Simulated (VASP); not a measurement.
# B2Te2Ru (R-3m) in VASP: reference runs

Aim: a first look at B2Te2Ru with PBE, on the cell as given.

Program: VASP 6.6.1. These are calculated values, not measurements. Logs are shortened: lines on timing, memory, paths and dates and some standing lists are left out, and cuts for length are marked.

### 1 Starting point

It takes space group R-3m (No. 166, trigonal). The conventional cell has a = 5.112 Å, b = 5.112 Å, c = 13.750 Å, α = 90.00°, β = 90.00°, γ = 120.00°. B (site symmetry 3m) has 1 Te at 2.65 Å and 3 Ru at 2.97 Å and 3 B at 3.02 Å as nearest neighbours. Around Te (site symmetry 3m) lie 1 Ru at 2.24 Å. Ru (site symmetry -3m) has 2 Te at 2.24 Å as nearest neighbours.

The cell was built by a generator and needn't be a form met in nature.

### 2 Single point, PBE

The input, INCAR:

```
  PREC = Accurate
  ENCUT = 520
  EDIFF = 1E-7
  ISMEAR = -1
  SIGMA = 0.05
  LREAL = F
  LASPH = T
  NELM = 60
  ALGO = Normal
  ISIF = 2
  LWAVE = F
  LCHARG = F
  GGA = PE
  NBANDS = 24
```

The input, KPOINTS:

```
regular mesh
0
Gamma
  6 6 6
```

The input, POSCAR:

```
B2Te2Ru
1.0
    2.5562232700      1.4758362000      4.5832531900
   -2.5562232700      1.4758362000      4.5832531900
    0.0000000000     -2.9516723900      4.5832531900
B Te Ru
2 2 1
Direct
    0.3558534000      0.3558534000      0.3558534000
    0.6441466000      0.6441466000      0.6441466000
    0.1629097600      0.1629097600      0.1629097600
    0.8370902400      0.8370902400      0.8370902400
    0.0000000000      0.0000000000      0.0000000000
```

Potentials or basis: VASP PAW PBE potentials, release 64 (B, Te, Ru_pv).

Launch:

```
$ cat potpaw_PBE.64/B/POTCAR potpaw_PBE.64/Te/POTCAR potpaw_PBE.64/Ru_pv/POTCAR > POTCAR
$ mpirun -np 1 vasp_std > vasp.out
```

OUTCAR:

```text
PREC = Accurate
   ENCUT = 520
   EDIFF = 1E-7
   ISMEAR = -1
   LREAL = F
   LASPH = T
   NELM = 60
   ISIF = 2
   GGA = PE

 ion  position               nearest neighbor table
   1  0.356  0.356  0.356-   3 2.65
   2  0.644  0.644  0.644-   4 2.65
   3  0.163  0.163  0.163-   5 2.24   1 2.65   4 2.95   4 2.95   4 2.95
   4  0.837  0.837  0.837-   5 2.24   2 2.65   3 2.95   3 2.95   3 2.95
   5  0.000  0.000  0.000-   3 2.24   4 2.24

  LATTYP: Found a trigonal (rhomboedric) cell.
 ALAT       =     5.4514750021
 COS(alpha) =     0.5602564122

  Lattice vectors:

 A1 = (   2.5562232700,   1.4758362000,   4.5832531900)
 A2 = (  -2.5562232700,   1.4758362000,   4.5832531900)
 A3 = (   0.0000000000,  -2.9516723900,   4.5832531900)

Analysis of symmetry for initial positions (statically):
=====================================================================
 Subroutine PRICEL returns:
 Original cell was already a primitive cell.

 Routine SETGRP: Setting up the symmetry group for a
 trigonal (rhombohedral) supercell.

 Subroutine GETGRP returns: Found 12 space group operations
 (whereof 12 operations were pure point group operations)
 out of a pool of 12 trial point group operations.

The static configuration has the point symmetry D_3d.

Analysis of symmetry for dynamics (positions and initial velocities):
=====================================================================
 Subroutine PRICEL returns:
 Original cell was already a primitive cell.

 Routine SETGRP: Setting up the symmetry group for a
 trigonal (rhombohedral) supercell.

 Subroutine GETGRP returns: Found 12 space group operations
 (whereof 12 operations were pure point group operations)
 out of a pool of 12 trial point group operations.

The dynamic configuration has the point symmetry D_3d.

 Subroutine INISYM returns: Found 12 space group operations
 (whereof 12 operations are pure point group operations),
 and found     1 'primitive' translations

----------------------------------------------------------------------------------------

                                     Primitive cell

  volume of cell :     103.7438

  direct lattice vectors                    reciprocal lattice vectors
     2.556223270  1.475836200  4.583253190     0.195601067  0.112930329  0.072728544
    -2.556223270  1.475836200  4.583253190    -0.195601067  0.112930329  0.072728544
     0.000000000 -2.951672390  4.583253190     0.000000000 -0.225860657  0.072728545

  length of vectors
     5.451475002  5.451475002  5.451475002     0.237281432  0.237281432  0.237281431

  position of ions in fractional coordinates (direct lattice)
     0.355853400  0.355853400  0.355853400
     0.644146600  0.644146600  0.644146600
     0.162909760  0.162909760  0.162909760
     0.837090240  0.837090240  0.837090240
     0.000000000  0.000000000  0.000000000

  ion indices of the primitive-cell ions
   primitive index   ion index
                 1           1
                 2           2
                 3           3
                 4           4
                 5           5

----------------------------------------------------------------------------------------

 KPOINTS: regular mesh

Automatic generation of k-mesh.
 Grid dimensions read from file:
 generate k-points for:    6    6    6

 Generating k-lattice:

  Cartesian coordinates                     Fractional coordinates (reciprocal lattice)
     0.032600178  0.018821721  0.012121424     0.166666667 -0.000000000  0.000000000
    -0.032600178  0.018821721  0.012121424    -0.000000000  0.166666667  0.000000000
     0.000000000 -0.037643443  0.012121424     0.000000000  0.000000000  0.166666667

  Length of vectors
     0.039546905  0.039546905  0.039546905

  Shift w.r.t. Gamma in fractional coordinates (k-lattice)
     0.000000000  0.000000000  0.000000000

 Subroutine IBZKPT returns following result:
 ===========================================

 Found     32 irreducible k-points:

 Following reciprocal coordinates:
            Coordinates               Weight
  0.000000  0.000000  0.000000      1.000000
  0.166667  0.000000  0.000000      6.000000
  0.333333  0.000000  0.000000      6.000000
  0.500000  0.000000  0.000000      3.000000
  0.166667  0.166667  0.000000      6.000000
  0.333333  0.166667  0.000000     12.000000
[... 16 lines left out ...]
  0.500000  0.500000  0.166667      6.000000
 -0.333333  0.500000  0.166667     12.000000
 [... further k-points ...]
   k-points           NKPTS =     32   k-points in BZ     NKDIM =     32   number of bands    NBANDS=     24
   number of dos      NEDOS =    301   number of ions     NIONS =      5
   total plane-waves  NPLWV =  74088
   dimension x,y,z NGX =    42 NGY =   42 NGZ =   42
   dimension x,y,z NGXF=    84 NGYF=   84 NGZF=   84
   ions per type =               2   2   1
   NGX,Y,Z   is equivalent  to a cutoff of  12.81, 12.81, 12.81 a.u.
   NGXF,Y,Z  is equivalent  to a cutoff of  25.62, 25.62, 25.62 a.u.
 SYSTEM =  unknown system
   PREC   = accura    normal or accurate (medium, high low for compatibility)
   ISTART =      0    job   : 0-new  1-cont  2-samecut
   ICHARG =      2    charge: 1-file 2-atom 10-const
   ISPIN  =      1    spin polarized calculation?
   LNONCOLLINEAR =      F non collinear calculations
   LSORBIT =      F    spin-orbit coupling
   LASPH  =      T    aspherical Exc in radial PAW
   ENCUT  =  520.0 eV  38.22 Ry    6.18 a.u.  10.14 10.14 10.14*2*pi/ulx,y,z
   NELM   =     60;   NELMIN=  2; NELMDL= -5     # of ELM steps
   EDIFF  = 0.1E-06   stopping-criterion for ELM
   LREAL  =      F    real-space projection
   EDIFFG = 0.1E-05   stopping-criterion for IOM
   NSW    =      0    number of steps for IOM
   IBRION =     -1    ionic relax: 0-MD 1-quasi-New 2-CG
   NFREE  =      0    steps in history (QN), initial steepest desc. (CG)
   ISIF   =      2    stress and relaxation
   ISYM   =      2    0-nonsym 1-usesym 2-fastsym
   POTIM  = 0.5000    time-step for ionic-motion
   TEBEG  =    0.0;   TEEND  =   0.0 temperature during run
   PSTRESS=    0.0 pullay stress
   NELECT =      32.0000    total number of electrons
   NUPDOWN=      -1.0000    fix difference up-down
   EMIN   =  10.00;   EMAX   =-10.00  energy-range for DOS
   EFERMI =   0.00;   METHOD = LEGACY
   ISMEAR =    -1;   SIGMA  =   0.05  broadening in eV -4-tet -1-fermi 0-gaus
   EFERMI_NEDOS =   21; number of points for ismear=-14 and -15
   IALGO  =     38    algorithm
   IMIX   =      4    mixing-type and parameters
     AMIX     =   0.40;   BMIX     =  1.00
     AMIX_MAG =   1.60;   BMIX_MAG =  1.00
  volume/ion in A,a.u.               =      20.75       140.02
  Fermi-wavevector in a.u.,A,eV,Ry     =   1.106125  2.090273 16.646893  1.223512
  Thomas-Fermi vector in A             =   2.242621
   LORBIT       =      0    0 simple, 1 ext, 2 COOP (PROOUT), +10 PAW based schemes
   GGA     = PE    functional components
   LHFCALC =     F    Hartree Fock is set to
   AEXX    =    0.0000 exact exchange contribution
   IVDW    =     0    specifies the selected vdW correction
   LEPSILON=     F    determine dielectric tensor
   LRPA    =     F    only Hartree local field effects (RPA)
 non-spin polarized calculation
  energy-cutoff  :      520.00
  volume of cell :      103.74
 maximum number of plane-waves:      2812
 NGX is ok and might be reduce to    42
   NGX = 21   NGY = 21   NGZ = 21

 number of electron      31.9999999 magnetization

 Free energy of the ion-electron system (eV)
  ---------------------------------------------------
  ext. energy  EPLUGINS =         0.00000000
  ---------------------------------------------------
  free energy    TOTEN  =       -17.93131309 eV

  energy without entropy =      -17.90735065  energy(sigma->0) =      -17.91933187

 E-fermi :   6.2534     XC(G=0): -10.1327

 val. band max:        6.2216234771   @ k =   0.5000   0.3333   0.0000
 cond. band min:       6.2659880559   @ k =   0.1667   0.1667   0.0000
 fundamental gap:      0.0443645788
 Fermi energy:         6.2534179394

 k-point     1 :       0.0000    0.0000    0.0000
  band No.  band energies     occupation
      1     -36.4300      2.00000
      2     -35.6525      2.00000
      3     -35.6525      2.00000
      4      -7.8120      2.00000
      5      -3.0667      2.00000
      6      -0.4862      2.00000
[... 16 lines left out ...]
     23       8.3006      0.00000
     24      10.5124      0.00000

 k-point     2 :       0.1667    0.0000    0.0000
  band No.  band energies     occupation
      1     -36.4301      2.00000
      2     -35.6525      2.00000
      3     -35.6525      2.00000
      4      -7.6441      2.00000
      5      -3.5928      2.00000
      6      -0.4083      2.00000
[... 16 lines left out ...]
     23       9.7223      0.00000
     24      10.4231      0.00000

 k-point     3 :       0.3333    0.0000    0.0000
  band No.  band energies     occupation
      1     -36.4302      2.00000
      2     -35.6527      2.00000
      3     -35.6525      2.00000
      4      -7.1963      2.00000
      5      -4.5849      2.00000
      6      -0.1757      2.00000
[... 16 lines left out ...]
     23      10.1968      0.00000
     24      10.8046      0.00000
[... 514 lines left out ...]
 k-point    23 :       0.5000    0.5000    0.1667
  band No.  band energies     occupation
      1     -36.4307      2.00000
      2     -35.6527      2.00000
      3     -35.6526      2.00000
      4      -6.6630      2.00000
      5      -5.1532      2.00000
      6      -1.0052      2.00000
[... 16 lines left out ...]
     23      10.0778      0.00000
     24      10.5893      0.00000

 k-point    24 :      -0.3333    0.5000    0.1667
  band No.  band energies     occupation
      1     -36.4306      2.00000
      2     -35.6527      2.00000
      3     -35.6527      2.00000
      4      -6.2384      2.00000
      5      -5.7287      2.00000
      6      -0.7206      2.00000
[... 16 lines left out ...]
     23      10.0277      0.00000
     24      10.2389      0.00000

 [... further k-points ...]

------------------------ aborting loop because EDIFF is reached ----------------------------------------

  FORCE on cell =-STRESS in cart. coord.  units (eV):
  Direction    XX          YY          ZZ          XY          YZ          ZX
  --------------------------------------------------------------------------------------
  -------------------------------------------------------------------------------------
  Total       -4.2086853     -4.2086853     23.5762628      0.0000000      0.0000000      0.0000000
  in kB      -64.9972518    -64.9972521    364.1023690      0.0000000      0.0000003      0.0000000
  external PRESSURE =      78.0359550 kB  Pullay stress =       0.0000000 kB

 VOLUME and BASIS-vectors are now :
 -----------------------------------------------------------------------------
  energy-cutoff  :      520.00
  volume of cell :      103.74
      direct lattice vectors                 reciprocal lattice vectors
     2.556223270  1.475836200  4.583253190     0.195601067  0.112930329  0.072728544
    -2.556223270  1.475836200  4.583253190    -0.195601067  0.112930329  0.072728544
     0.000000000 -2.951672390  4.583253190     0.000000000 -0.225860657  0.072728545

 POSITION                                       TOTAL-FORCE (eV/Angst)
 -----------------------------------------------------------------------------------
      0.00000      0.00000      4.89290         0.000000     -0.000000     -1.030147
      0.00000      0.00000      8.85686         0.000000      0.000000      1.030147
      0.00000      0.00000      2.23997         0.000000      0.000000      5.578738
      0.00000      0.00000     11.50979         0.000000     -0.000000     -5.578738
      0.00000      0.00000      0.00000         0.000000     -0.000000      0.000000
 -----------------------------------------------------------------------------------
    total drift:                                0.000000     -0.000000     -0.000000

  FREE ENERGIE OF THE ION-ELECTRON SYSTEM (eV)
  ---------------------------------------------------
  free  energy   TOTEN  =       -17.9313130894 eV

  energy  without entropy=      -17.9073506546  energy(sigma->0) =      -17.91933187
```

Wall time 81 s (1 thread of Intel Xeon Platinum 8488C (Sapphire Rapids), shared host); peak memory 0.3 GiB.

Results:

```
Free energy            : -17.9313 eV
Pressure               : 7.8 GPa
Largest force          : 5.579 eV/Å
Band gap on the k mesh : none (metal or under the smearing width)
```

Forces on the atoms (eV/Å):
```
B    0.000  0.000 -1.030
B    0.000  0.000  1.030
Te   0.000  0.000  5.579
Te   0.000  0.000 -5.579
Ru   0.000  0.000  0.000
```

Levels at points of the mesh, in eV from the Fermi level:
| k point | band 12 | band 13 | band 14 | band 15 | band 16 | band 17 | band 18 | band 19 | band 20 | band 21 |
| --- | --- | --- | --- | --- | --- | --- | --- | --- | --- | --- |
| (0.00, 0.00, 0.00) | -2.27 | -2.27 | -1.05 | -1.05 | -0.21 | -0.21 | 0.30 | 1.89 | 2.00 | 2.00 |
| (0.50, 0.00, 0.00) | -1.82 | -1.53 | -1.34 | -1.20 | -0.41 | 0.09 | 1.09 | 1.60 | 2.29 | 2.64 |
| (0.50, 0.50, 0.00) | -1.76 | -1.13 | -0.79 | -0.16 | 0.14 | 0.30 | 0.49 | 1.74 | 2.26 | 2.82 |
| (0.50, 0.50, 0.50) | -3.19 | -2.13 | -2.13 | -0.96 | 0.93 | 0.93 | 1.53 | 2.03 | 2.03 | 3.01 |

Caveat: forces of over 1 eV/Å show positions far from the minimum, so gaps and moduli don't describe the material at rest. The run has no spin-orbit coupling, so splittings on Te are missing.
